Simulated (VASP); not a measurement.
Here is the system:

```
AlNi3
1.0
    3.46975     0.00000     0.00000
    0.00000     3.46975     0.00000
    0.00000     0.00000     3.46975
Al Ni
1 3
Direct
  0.00000   0.00000   0.00000
  0.00000   0.50000   0.50000
  0.50000   0.00000   0.50000
  0.50000   0.50000   0.00000
```
Starting moments (μB, in the order of the record's atoms Al Ni Ni Ni): 0.0 0.2 0.2 0.2.

The numbers are results of optB86b-vdW, VASP's PBE PAW potentials (set 64) (plane waves; VASP), not measurements. Settings: 520 eV cut-off, 9×9×9 Γ-centred mesh, first-order Methfessel-Paxton smearing of 0.10 eV, potentials Al Ni.

Estimate the cell moment, energy per atom (σ→0), pressure, band gap (on the k-mesh) with the smallest direct gap where there is one.

```json
{
 "band gap (on the k-mesh)": "none (metal, semimetal or under 0.01 eV)",
 "cell_moment": "0.00 μB",
 "energy per atom (σ→0)": "-3.209 eV/atom",
 "pressure": "13.28 GPa"
}
```

Only differences to runs with the same potentials and settings are physical.

The compound is Ni3Al in the L1_2 structure. This cell is one point of a volume scan, at 0.94 of the reference volume.
